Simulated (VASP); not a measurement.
Set up this calculation in VASP 6.6.1, as the native input.

```
Task                               : band structure
Functional                         : HSE06
Potentials or basis                : VASP PAW PBE potentials, release 64 (Al, N)
Cutoff                             : 520 eV
k mesh                             : 6 × 6 × 6
Occupations                        : gaussian, width 0.02 eV
Spin                               : no spin polarisation
Grid for exact exchange (PRECFOCK) : Fast
Screening parameter                : 0.2 1/A
Further INCAR settings             : ALGO = Normal; EDIFF = 1e-07; NBANDS = 11
```

AlN:

```
CELL_PARAMETERS angstrom
0.00000 2.18829 2.18829
2.18829 0.00000 2.18829
2.18829 2.18829 0.00000
ATOMIC_POSITIONS crystal
Al 0.00000 0.00000 0.00000
N 0.25000 0.25000 0.25000
```

Measurements of this composition are mostly on another form, of space group No. 186.

These files were run (other wordings do the same):

POSCAR

```
AlN
1.0
    0.0000000000      2.1882900000      2.1882900000
    2.1882900000      0.0000000000      2.1882900000
    2.1882900000      2.1882900000      0.0000000000
Al N
1 1
Direct
    0.0000000000      0.0000000000      0.0000000000
    0.2500000000      0.2500000000      0.2500000000
```

INCAR.step1

```
  PREC = Accurate
  ENCUT = 520
  EDIFF = 1E-5
  ISMEAR = 0
  SIGMA = 0.02
  LREAL = False
  LASPH = True
  NELM = 100
  ALGO = Normal
  ISIF = 2
  LWAVE = True
  LCHARG = False
  NBANDS = 11
  GGA = PE
```

INCAR.step2

```
  PREC = Accurate
  ENCUT = 520
  EDIFF = 1E-7
  ISMEAR = 0
  SIGMA = 0.02
  LREAL = False
  LASPH = True
  NELM = 100
  ALGO = Normal
  ISIF = 2
  LWAVE = False
  LCHARG = False
  GGA = PE
  LHFCALC = True
  HFSCREEN = 0.2
  PRECFOCK = Fast
  NBANDS = 11
  ISTART = 1
```

KPOINTS

```
Automatic mesh
0
Gamma
  6 6 6
```

KPOINTS_OPT

```
path GXWKGLUWLK,UX
10
line-mode
reciprocal
 0.0000000000  0.0000000000  0.0000000000  G
 0.5000000000  0.0000000000  0.5000000000  X

 0.5000000000  0.0000000000  0.5000000000  X
 0.5000000000  0.2500000000  0.7500000000  W

 0.5000000000  0.2500000000  0.7500000000  W
 0.3750000000  0.3750000000  0.7500000000  K

 0.3750000000  0.3750000000  0.7500000000  K
 0.0000000000  0.0000000000  0.0000000000  G

 0.0000000000  0.0000000000  0.0000000000  G
 0.5000000000  0.5000000000  0.5000000000  L

 0.5000000000  0.5000000000  0.5000000000  L
 0.6250000000  0.2500000000  0.6250000000  U

 0.6250000000  0.2500000000  0.6250000000  U
 0.5000000000  0.2500000000  0.7500000000  W

 0.5000000000  0.2500000000  0.7500000000  W
 0.5000000000  0.5000000000  0.5000000000  L

 0.5000000000  0.5000000000  0.5000000000  L
 0.3750000000  0.3750000000  0.7500000000  K

 0.6250000000  0.2500000000  0.6250000000  U
 0.5000000000  0.0000000000  0.5000000000  X
```

Potentials or basis: VASP PAW PBE potentials, release 64 (Al, N).

Launch:

```sh
$ cat potpaw_PBE.64/Al/POTCAR potpaw_PBE.64/N/POTCAR > POTCAR
$ cp INCAR.step1 INCAR
$ mpirun -np 1 vasp_std > vasp.out
$ cp INCAR.step2 INCAR
$ mpirun -np 1 vasp_std > vasp.out
```

It gave:

* Pressure: -1.8 GPa
* Band gap on the k mesh: 4.57 eV, indirect (least direct gap 5.52 eV)
* Band gap along the path: 4.57 eV, indirect (least direct gap 5.52 eV)

Caveat: the PAW data sets were made with another functional, which shifts forces and pressure a little.

Wall time 14 min on 1 thread of AMD EPYC 9R45 96-Core Processor (Zen 5), with other jobs on the host, peak memory 0.24 GiB.
